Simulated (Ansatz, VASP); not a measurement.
# Cross-check of Ge (Germanium) between VASP and Ansatz, part 3 of 3

Aim: how closely do two programs agree when they are given the same cell, functional and k mesh? The cell is taken from a series of runs on this material, whose earlier steps may have relaxed, scaled, displaced or heated it; both programs get it as it stands.

VASP 6.6.1 and Ansatz 0.2.0.

So far: The starting structure; VASP: single point, r2SCAN, spin-orbit coupling, pair 1; Ansatz: single point, r2SCAN, spin-orbit coupling, pair 1; Comparison.

## 5. VASP: single point, r2SCAN, spin-orbit coupling, pair 2

Level of this step: r2SCAN, spin-orbit coupling; plane waves and PAW (Ge_d) (VASP).

A single point takes one fixed geometry, so differences don't come from the geometry; what else differs is listed under the comparison. The cell compared in this pair holds 45.89 Å³, against 45.74 Å³ for the pair before.

Input file INCAR:

```
SYSTEM = Ge
PREC = Accurate
ENCUT = 450
EDIFF = 1E-06
NELM = 200
ISMEAR = 0
SIGMA = 0.01
LREAL = .FALSE.
ALGO = Normal
METAGGA = R2SCAN
LASPH = .TRUE.
LNONCOLLINEAR = .TRUE.
MAGMOM = 0 0 0 0 0 0
NBANDS = 40
GGA_COMPAT = .FALSE.
LSORBIT = .TRUE.
LORBIT = 11
LWAVE = .FALSE.
LCHARG = .FALSE.
ISIF = 2
EFERMI = MIDGAP
LMIXTAU = .TRUE.
KPAR = 2
```

Input file POSCAR:

```
Ge
1.0
    0.0144842452      2.8495278702      2.8260095458
    2.8495278702      0.0144842452      2.8260095458
    2.8640121154      2.8640121154      0.0000000000
Ge
2
Direct
    0.5006065495      0.5006065495      0.4993934505
    0.7493934505      0.7493934505      0.7506065495
```

Input file KPOINTS:

```
Automatic mesh
0
Gamma
8 8 8
0 0 0
```

PAW data sets: Ge_d (PBE family, release 64).

Started as:

```bash
mpirun -np 2 vasp_ncl
```

Numbers of over 12 decimals in the logs are rounded to 6 here.

The log of the run:

```text
[banner, memory and clock lines left out]
running    2 mpi-ranks, on    1 nodes
[...]
[... a notice as in an earlier step ...]

 LDA part: xc-table for (None), standard interpolation
 POSCAR, INCAR and KPOINTS ok, starting setup
[...]
entering main loop
       N       E                     dE             d eps       ncg     rms          rms(c)
DAV:   1     0.242888398571E+03    0.24289E+03   -0.12872E+04  9432   0.367E+03
DAV:   2     0.180242068276E+02   -0.22486E+03   -0.21498E+03  7608   0.846E+02
DAV:   3    -0.276398460075E+02   -0.45664E+02   -0.45158E+02  8536   0.198E+02
DAV:   4    -0.303869656526E+02   -0.27471E+01   -0.27433E+01  8696   0.572E+01
[...]
DAV:  17    -0.277471273524E+02   -0.90457E-05   -0.78479E-07  6656   0.708E-03    0.550E-04
DAV:  18    -0.277471298914E+02   -0.25390E-05   -0.56021E-07  5904   0.646E-03    0.193E-04
DAV:  19    -0.277471299824E+02   -0.91009E-07   -0.42104E-08  4624   0.280E-03
   1 F= -.27747130E+02 E0= -.27747130E+02  d E =-.380401E-26  mag=     0.0000    -0.0000    -0.0000
```

Parts of OUTCAR (step 5):

```text
  Total       -0.2306950     -0.2306950     -0.0442011     -0.1911141      0.0000000      0.0000000
  in kB       -8.0539809     -8.0539809     -1.5431412     -6.6721392      0.0000000      0.0000000
  external PRESSURE =      -5.8837010 kB  Pullay stress =       0.0000000 kB

 POSITION                                       TOTAL-FORCE (eV/Angst)
 -----------------------------------------------------------------------------------
      2.86401      2.86401      2.82944         0.000000      0.000000      0.002524
      4.29602      4.29602      4.23559        -0.000000     -0.000000     -0.002524
 -----------------------------------------------------------------------------------
    total drift:                                0.000000      0.000000      0.000000

  FREE ENERGIE OF THE ION-ELECTRON SYSTEM (eV)
  ---------------------------------------------------
  free  energy   TOTEN  =       -27.7471299824 eV

  energy  without entropy=      -27.7471299824  energy(sigma->0) =      -27.74712998

 magnetization (x)
# of ion       s       p       d       tot
------------------------------------------
    1        0.000   0.000   0.000   0.000
    2        0.000   0.000   0.000   0.000
--------------------------------------------------
tot          0.000   0.000   0.000   0.000

 magnetization (y)
# of ion       s       p       d       tot
------------------------------------------
    1        0.000   0.000   0.000   0.000
    2       -0.000   0.000   0.000   0.000
--------------------------------------------------
tot         -0.000   0.000   0.000   0.000

[... 2 parts as in an earlier step ...]

[... 2 further parts left out ...]
[key lines of the parts left out:]
E-fermi :   4.8687
```

The run ends at a pressure of -0.59 GPa, with forces up to 0.0025 eV/Å.

## 6. Ansatz: single point, r2SCAN, spin-orbit coupling, pair 2

The same cell, functional, mesh and smearing now go to Ansatz, which takes its cutoff from its data sets.

The cell is taken from a series of runs on this material, whose earlier steps may have relaxed, scaled, displaced or heated it; both programs get it as it stands.

Input file input.yaml:

```yaml
crystal:
  lattice:
    - [0.0144842452, 2.8495278702, 2.8260095458]
    - [2.8495278702, 0.0144842452, 2.8260095458]
    - [2.8640121154, 2.8640121154, 0.0]
  atoms:
    - { symbol: Ge, position: [0.5006065495, 0.5006065495, 0.4993934505] }
    - { symbol: Ge, position: [0.7493934505, 0.7493934505, 0.7506065495] }
kpoints:
  mp_grid: { grid: [8, 8, 8] }
hamiltonian:
  xc: r2scan
  pseudopotentials: { kind: paw_fr, azcp: { folder: soft_1 } }
scf:
  occupations: { method: gaussian, width: 0.01 }
  n_extra_bands: 16
output:
  eigenvalues: true
  eigenstates:
    kpoints:
      - [0.0, 0.0, 0.0]
      - [1.8442e-05, 0.003628132, 0.003646573]
      - [0.003628132, 1.8442e-05, 0.003646573]
      - [0.003598187, 0.003598187, 0.0]
      - [0.002578517, 0.002578517, 0.005157034]
      - [-0.002552436, 0.002552436, 0.0]
      - [0.002557343, 0.005109779, 0.002578517]
      - [-0.002531262, 2.1174e-05, 0.002578517]
      - [0.005109779, 0.002557343, 0.002578517]
      - [2.1174e-05, -0.002531262, 0.002578517]
      - [0.004182764, 0.004182764, 0.0042107]
      - [2.7936e-05, 2.7936e-05, 0.0042107]
      - [-6.641e-06, 0.00416147, 0.0]
      - [0.00416147, -6.641e-06, 0.0]
      - [-1.8442e-05, -0.003628132, -0.003646573]
      - [-0.003628132, -1.8442e-05, -0.003646573]
      - [-0.003598187, -0.003598187, 0.0]
      - [-0.002578517, -0.002578517, -0.005157034]
      - [0.002552436, -0.002552436, 0.0]
      - [-0.002557343, -0.005109779, -0.002578517]
      - [0.002531262, -2.1174e-05, -0.002578517]
      - [-0.005109779, -0.002557343, -0.002578517]
      - [-2.1174e-05, 0.002531262, -0.002578517]
      - [-0.004182764, -0.004182764, -0.0042107]
      - [-2.7936e-05, -2.7936e-05, -0.0042107]
      - [6.641e-06, -0.00416147, 0.0]
      - [-0.00416147, 6.641e-06, 0.0]
      - [6.9157e-05, 0.013605493, 0.013674651]
      - [0.013605493, 6.9157e-05, 0.013674651]
      - [0.013493202, 0.013493202, 0.0]
      - [0.009669438, 0.009669438, 0.019338876]
      - [-0.009571635, 0.009571635, 0.0]
      - [0.009590036, 0.019161671, 0.009669438]
      - [-0.009492233, 7.9402e-05, 0.009669438]
      - [0.019161671, 0.009590036, 0.009669438]
      - [7.9402e-05, -0.009492233, 0.009669438]
      - [0.015685367, 0.015685367, 0.015790126]
      - [0.00010476, 0.00010476, 0.015790126]
      - [-2.4904e-05, 0.015605511, 0.0]
      - [0.015605511, -2.4904e-05, 0.0]
      - [-6.9157e-05, -0.013605493, -0.013674651]
      - [-0.013605493, -6.9157e-05, -0.013674651]
      - [-0.013493202, -0.013493202, 0.0]
      - [-0.009669438, -0.009669438, -0.019338876]
      - [0.009571635, -0.009571635, 0.0]
      - [-0.009590036, -0.019161671, -0.009669438]
      - [0.009492233, -7.9402e-05, -0.009669438]
      - [-0.019161671, -0.009590036, -0.009669438]
      - [-7.9402e-05, 0.009492233, -0.009669438]
      - [-0.015685367, -0.015685367, -0.015790126]
      - [-0.00010476, -0.00010476, -0.015790126]
      - [2.4904e-05, -0.015605511, 0.0]
      - [-0.015605511, 2.4904e-05, 0.0]
      - [0.0, 0.5, 0.0]
      - [1.8442e-05, 0.503628132, 0.003646573]
      - [0.003628132, 0.500018442, 0.003646573]
      - [0.003598187, 0.503598187, 0.0]
      - [0.002578517, 0.502578517, 0.005157034]
      - [-0.002552436, 0.502552436, 0.0]
      - [0.002557343, 0.505109779, 0.002578517]
      - [-0.002531262, 0.500021174, 0.002578517]
      - [0.005109779, 0.502557343, 0.002578517]
      - [2.1174e-05, 0.497468738, 0.002578517]
      - [0.004182764, 0.504182764, 0.0042107]
      - [2.7936e-05, 0.500027936, 0.0042107]
      - [-6.641e-06, 0.50416147, 0.0]
      - [0.00416147, 0.499993359, 0.0]
      - [-1.8442e-05, 0.496371868, -0.003646573]
      - [-0.003628132, 0.499981558, -0.003646573]
      - [-0.003598187, 0.496401813, 0.0]
      - [-0.002578517, 0.497421483, -0.005157034]
      - [0.002552436, 0.497447564, 0.0]
      - [-0.002557343, 0.494890221, -0.002578517]
      - [0.002531262, 0.499978826, -0.002578517]
      - [-0.005109779, 0.497442657, -0.002578517]
      - [-2.1174e-05, 0.502531262, -0.002578517]
      - [-0.004182764, 0.495817236, -0.0042107]
      - [-2.7936e-05, 0.499972064, -0.0042107]
      - [6.641e-06, 0.49583853, 0.0]
      - [-0.00416147, 0.500006641, 0.0]
      - [6.9157e-05, 0.513605493, 0.013674651]
      - [0.013605493, 0.500069157, 0.013674651]
      - [0.013493202, 0.513493202, 0.0]
      - [0.009669438, 0.509669438, 0.019338876]
      - [-0.009571635, 0.509571635, 0.0]
      - [0.009590036, 0.519161671, 0.009669438]
      - [-0.009492233, 0.500079402, 0.009669438]
      - [0.019161671, 0.509590036, 0.009669438]
      - [7.9402e-05, 0.490507767, 0.009669438]
      - [0.015685367, 0.515685367, 0.015790126]
      - [0.00010476, 0.50010476, 0.015790126]
      - [-2.4904e-05, 0.515605511, 0.0]
      - [0.015605511, 0.499975096, 0.0]
      - [-6.9157e-05, 0.486394507, -0.013674651]
      - [-0.013605493, 0.499930843, -0.013674651]
      - [-0.013493202, 0.486506798, 0.0]
      - [-0.009669438, 0.490330562, -0.019338876]
[... 9 lines left out ...]
      - [-0.015605511, 0.500024904, 0.0]
      - [0.0, 0.0, 0.5]
      - [1.8442e-05, 0.003628132, 0.503646573]
      - [0.003628132, 1.8442e-05, 0.503646573]
      - [0.003598187, 0.003598187, 0.5]
      - [0.002578517, 0.002578517, 0.505157034]
      - [-0.002552436, 0.002552436, 0.5]
      - [0.002557343, 0.005109779, 0.502578517]
      - [-0.002531262, 2.1174e-05, 0.502578517]
      - [0.005109779, 0.002557343, 0.502578517]
      - [2.1174e-05, -0.002531262, 0.502578517]
      - [0.004182764, 0.004182764, 0.5042107]
      - [2.7936e-05, 2.7936e-05, 0.5042107]
      - [-6.641e-06, 0.00416147, 0.5]
      - [0.00416147, -6.641e-06, 0.5]
      - [-1.8442e-05, -0.003628132, 0.496353427]
      - [-0.003628132, -1.8442e-05, 0.496353427]
      - [-0.003598187, -0.003598187, 0.5]
      - [-0.002578517, -0.002578517, 0.494842966]
      - [0.002552436, -0.002552436, 0.5]
      - [-0.002557343, -0.005109779, 0.497421483]
      - [0.002531262, -2.1174e-05, 0.497421483]
      - [-0.005109779, -0.002557343, 0.497421483]
      - [-2.1174e-05, 0.002531262, 0.497421483]
      - [-0.004182764, -0.004182764, 0.4957893]
      - [-2.7936e-05, -2.7936e-05, 0.4957893]
      - [6.641e-06, -0.00416147, 0.5]
      - [-0.00416147, 6.641e-06, 0.5]
      - [6.9157e-05, 0.013605493, 0.513674651]
      - [0.013605493, 6.9157e-05, 0.513674651]
      - [0.013493202, 0.013493202, 0.5]
      - [0.009669438, 0.009669438, 0.519338876]
      - [-0.009571635, 0.009571635, 0.5]
      - [0.009590036, 0.019161671, 0.509669438]
      - [-0.009492233, 7.9402e-05, 0.509669438]
      - [0.019161671, 0.009590036, 0.509669438]
      - [7.9402e-05, -0.009492233, 0.509669438]
      - [0.015685367, 0.015685367, 0.515790126]
      - [0.00010476, 0.00010476, 0.515790126]
      - [-2.4904e-05, 0.015605511, 0.5]
      - [0.015605511, -2.4904e-05, 0.5]
      - [-6.9157e-05, -0.013605493, 0.486325349]
      - [-0.013605493, -6.9157e-05, 0.486325349]
      - [-0.013493202, -0.013493202, 0.5]
      - [-0.009669438, -0.009669438, 0.480661124]
      - [0.009571635, -0.009571635, 0.5]
      - [-0.009590036, -0.019161671, 0.490330562]
      - [0.009492233, -7.9402e-05, 0.490330562]
      - [-0.019161671, -0.009590036, 0.490330562]
      - [-7.9402e-05, 0.009492233, 0.490330562]
      - [-0.015685367, -0.015685367, 0.484209874]
      - [-0.00010476, -0.00010476, 0.484209874]
      - [2.4904e-05, -0.015605511, 0.5]
      - [-0.015605511, 2.4904e-05, 0.5]
      - [-1.1665e-05, 0.403410518, 0.403398853]
      - [6.777e-06, 0.407038649, 0.407045426]
      - [0.003616467, 0.40342896, 0.407045426]
      - [0.003586522, 0.407008705, 0.403398853]
      - [0.002566852, 0.405989035, 0.408555887]
      - [-0.002564101, 0.405962954, 0.403398853]
      - [0.002545678, 0.408520297, 0.40597737]
      - [-0.002542927, 0.403431692, 0.40597737]
      - [0.005098114, 0.405967861, 0.40597737]
      - [9.509e-06, 0.400879256, 0.40597737]
      - [0.0041711, 0.407593282, 0.407609553]
      - [1.6271e-05, 0.403438454, 0.407609553]
      - [-1.8306e-05, 0.407571987, 0.403398853]
      - [0.004149805, 0.403403877, 0.403398853]
      - [-3.0107e-05, 0.399782386, 0.399752279]
      - [-0.003639796, 0.403392076, 0.399752279]
      - [-0.003609852, 0.399812331, 0.403398853]
      - [-0.002590182, 0.400832001, 0.398241819]
      - [0.002540771, 0.400858082, 0.403398853]
      - [-0.002569008, 0.398300739, 0.400820336]
      - [0.002519597, 0.403389344, 0.400820336]
      - [-0.005121444, 0.400853175, 0.400820336]
      - [-3.2839e-05, 0.40594178, 0.400820336]
      - [-0.004194429, 0.399227753, 0.399188153]
      - [-3.9601e-05, 0.403382582, 0.399188153]
      - [-5.024e-06, 0.399249048, 0.403398853]
      - [-0.004173134, 0.403417159, 0.403398853]
      - [5.7492e-05, 0.417016011, 0.417073504]
      - [0.013593829, 0.403479675, 0.417073504]
      - [0.013481537, 0.416903719, 0.403398853]
      - [0.009657773, 0.413079956, 0.422737729]
      - [-0.0095833, 0.412982153, 0.403398853]
      - [0.009578371, 0.422572189, 0.413068291]
      - [-0.009503898, 0.40348992, 0.413068291]
      - [0.019150006, 0.413000554, 0.413068291]
      - [6.7737e-05, 0.393918285, 0.413068291]
      - [0.015673702, 0.419095885, 0.419188979]
      - [9.3095e-05, 0.403515277, 0.419188979]
      - [-3.6569e-05, 0.419016029, 0.403398853]
      - [0.015593846, 0.403385614, 0.403398853]
      - [-8.0822e-05, 0.389805024, 0.389724202]
      - [-0.013617158, 0.403341361, 0.389724202]
      - [-0.013504866, 0.389917316, 0.403398853]
      - [-0.009681103, 0.39374108, 0.384059977]
      - [0.00955997, 0.393838883, 0.403398853]
      - [-0.009601701, 0.384248847, 0.393729415]
      - [0.009480568, 0.403331116, 0.393729415]
      - [-0.019173336, 0.393820482, 0.393729415]
      - [-9.1067e-05, 0.412902751, 0.393729415]
      - [-0.015697032, 0.387725151, 0.387608727]
      - [-0.000116424, 0.403305758, 0.387608727]
      - [1.3239e-05, 0.387805007, 0.403398853]
      - [-0.015617176, 0.403435422, 0.403398853]
      - [0.404553712, 0.404553712, 0.0]
      - [0.404572154, 0.408181844, 0.003646573]
      - [0.408181844, 0.404572154, 0.003646573]
      - [0.408151899, 0.408151899, 0.0]
      - [0.407132229, 0.407132229, 0.005157034]
      - [0.402001276, 0.407106148, 0.0]
      - [0.407111055, 0.409663491, 0.002578517]
      - [0.40202245, 0.404574886, 0.002578517]
      - [0.409663491, 0.407111055, 0.002578517]
      - [0.404574886, 0.40202245, 0.002578517]
      - [0.408736477, 0.408736477, 0.0042107]
      - [0.404581648, 0.404581648, 0.0042107]
      - [0.404547071, 0.408715182, 0.0]
      - [0.408715182, 0.404547071, 0.0]
      - [0.40453527, 0.400925581, -0.003646573]
      - [0.400925581, 0.40453527, -0.003646573]
      - [0.400955525, 0.400955525, 0.0]
      - [0.401975195, 0.401975195, -0.005157034]
      - [0.407106148, 0.402001276, 0.0]
      - [0.401996369, 0.399443933, -0.002578517]
      - [0.407084974, 0.404532538, -0.002578517]
      - [0.399443933, 0.401996369, -0.002578517]
      - [0.404532538, 0.407084974, -0.002578517]
      - [0.400370948, 0.400370948, -0.0042107]
      - [0.404525776, 0.404525776, -0.0042107]
      - [0.404560353, 0.400392243, 0.0]
      - [0.400392243, 0.404560353, 0.0]
      - [0.404622869, 0.418159206, 0.013674651]
      - [0.418159206, 0.404622869, 0.013674651]
      - [0.418046914, 0.418046914, 0.0]
      - [0.41422315, 0.41422315, 0.019338876]
      - [0.394982077, 0.414125347, 0.0]
      - [0.414143748, 0.423715383, 0.009669438]
      - [0.395061479, 0.404633115, 0.009669438]
      - [0.423715383, 0.414143748, 0.009669438]
      - [0.404633115, 0.395061479, 0.009669438]
      - [0.420239079, 0.420239079, 0.015790126]
      - [0.404658472, 0.404658472, 0.015790126]
      - [0.404528809, 0.420159223, 0.0]
      - [0.420159223, 0.404528809, 0.0]
      - [0.404484555, 0.390948219, -0.013674651]
      - [0.390948219, 0.404484555, -0.013674651]
      - [0.391060511, 0.391060511, 0.0]
      - [0.394884274, 0.394884274, -0.019338876]
      - [0.414125347, 0.394982077, 0.0]
      - [0.394963676, 0.385392041, -0.009669438]
      - [0.414045945, 0.40447431, -0.009669438]
      - [0.385392041, 0.394963676, -0.009669438]
      - [0.40447431, 0.414045945, -0.009669438]
      - [0.388868346, 0.388868346, -0.015790126]
      - [0.404448953, 0.404448953, -0.015790126]
      - [0.404578616, 0.388948201, 0.0]
      - [0.388948201, 0.404578616, 0.0]
      - [0.0, 0.0, 0.0]
      - [1.8442e-05, 0.003628132, 0.003646573]
      - [0.003628132, 1.8442e-05, 0.003646573]
      - [0.003598187, 0.003598187, 0.0]
      - [0.002578517, 0.002578517, 0.005157034]
      - [-0.002552436, 0.002552436, 0.0]
      - [0.002557343, 0.005109779, 0.002578517]
      - [-0.002531262, 2.1174e-05, 0.002578517]
      - [0.005109779, 0.002557343, 0.002578517]
      - [2.1174e-05, -0.002531262, 0.002578517]
      - [0.004182764, 0.004182764, 0.0042107]
      - [2.7936e-05, 2.7936e-05, 0.0042107]
      - [-6.641e-06, 0.00416147, 0.0]
      - [0.00416147, -6.641e-06, 0.0]
      - [-1.8442e-05, -0.003628132, -0.003646573]
      - [-0.003628132, -1.8442e-05, -0.003646573]
      - [-0.003598187, -0.003598187, 0.0]
      - [-0.002578517, -0.002578517, -0.005157034]
      - [0.002552436, -0.002552436, 0.0]
      - [-0.002557343, -0.005109779, -0.002578517]
      - [0.002531262, -2.1174e-05, -0.002578517]
      - [-0.005109779, -0.002557343, -0.002578517]
      - [-2.1174e-05, 0.002531262, -0.002578517]
      - [-0.004182764, -0.004182764, -0.0042107]
      - [-2.7936e-05, -2.7936e-05, -0.0042107]
      - [6.641e-06, -0.00416147, 0.0]
      - [-0.00416147, 6.641e-06, 0.0]
      - [6.9157e-05, 0.013605493, 0.013674651]
      - [0.013605493, 6.9157e-05, 0.013674651]
      - [0.013493202, 0.013493202, 0.0]
      - [0.009669438, 0.009669438, 0.019338876]
      - [-0.009571635, 0.009571635, 0.0]
      - [0.009590036, 0.019161671, 0.009669438]
      - [-0.009492233, 7.9402e-05, 0.009669438]
      - [0.019161671, 0.009590036, 0.009669438]
      - [7.9402e-05, -0.009492233, 0.009669438]
      - [0.015685367, 0.015685367, 0.015790126]
      - [0.00010476, 0.00010476, 0.015790126]
      - [-2.4904e-05, 0.015605511, 0.0]
      - [0.015605511, -2.4904e-05, 0.0]
      - [-6.9157e-05, -0.013605493, -0.013674651]
      - [-0.013605493, -6.9157e-05, -0.013674651]
      - [-0.013493202, -0.013493202, 0.0]
      - [-0.009669438, -0.009669438, -0.019338876]
      - [0.009571635, -0.009571635, 0.0]
      - [-0.009590036, -0.019161671, -0.009669438]
      - [0.009492233, -7.9402e-05, -0.009669438]
      - [-0.019161671, -0.009590036, -0.009669438]
      - [-7.9402e-05, 0.009492233, -0.009669438]
      - [-0.015685367, -0.015685367, -0.015790126]
      - [-0.00010476, -0.00010476, -0.015790126]
      - [2.4904e-05, -0.015605511, 0.0]
      - [-0.015605511, 2.4904e-05, 0.0]
magnetization:
  noncollinear: true
  spin_orbit: true
checkpoint:
  read: start.run
  write: ck
  compress: false
  write_wavefunctions: false
  write_every: 100000
```

Started as:

```bash
ansatz run input.yaml --threads 4 --pin off --max-ram 9216MiB --backend cpu --events-out ev --progress --plain --runs-dir out
```

The log of the run:

```text
[...]
Crystal: 2 atoms, lattice volume = 45.892 Å³
Basis set: ecut = 500 eV, 1195 PW (Γ), exchange–correlation on 120×120×120 points (64 copies of the dense FFT grid, shifted against one another)
Bands: 44, of which v1, the nominal top of the filled ones, is band 28 counted from 1 (27 counted from 0)
Symmetry: 8 space group operations + 8 with time reversal
[...]
k-point 0: bands = [... 24 lower, 8.2370, 8.2370, 8.2951, 8.2951, 8.4774, 8.4774, 10.7443, 10.7443, ... 12 higher]
  k-point 1: bands = [... 24 lower, 7.7467, 7.7467, 7.9329, 7.9329, 9.4657, 9.4657, 11.2783, 11.2783, ... 12 higher]
  k-point 2: bands = [... 24 lower, 7.1841, 7.1841, 7.3680, 7.3680, 9.1244, 9.1244, 11.9575, 11.9575, ... 12 higher]
  k-point 94: bands = [... 24 lower, 4.8939, 4.8939, 5.0140, 5.0140, 9.0404, 9.0404, 9.2064, 9.2064, ... 12 higher]
[key lines of the parts left out:]
SCF converged after 2 iterations
Magnetization: |M| = 0.0000 μB,  M = (+0.0000, +0.0000, +0.0000) μB
Free energy (F): -8600.354845 eV
Fermi energy:    8.386237 eV
```

## 7. Side by side

Both answers:

```
              quantity  Ansatz   VASP  difference
gap on the k mesh (eV)   0.182  0.142      +0.041
```

A gap on the mesh is an upper bound, since the band edges may lie between its points.

## 8. Summary of results

* difference in gap on the k mesh (single point, r2SCAN, spin-orbit coupling, pair 1): 0.041 eV
* difference in gap on the k mesh (single point, r2SCAN, spin-orbit coupling, pair 2): 0.041 eV

The difference in gap on the k mesh is 0.041 eV (single point, r2SCAN, spin-orbit coupling, pair 1), within the 0.08 eV picked in this series as the mark of a large difference. How closely two codes agree says nothing of how well the functional describes the real material.

[Lines on the potential files, build, host, timing and source positions are cut from VASP's logs without a mark.]

[Logs are printed without paths, hosts, clocks, repeated set-up lines and the standing remarks that a program may print on its own settings, such as how far it seeks lower states.]

[Hosts, paths, dates, database ids (printed as entryN), source tags and the programs' standing remarks are cut or masked in the printed files.]
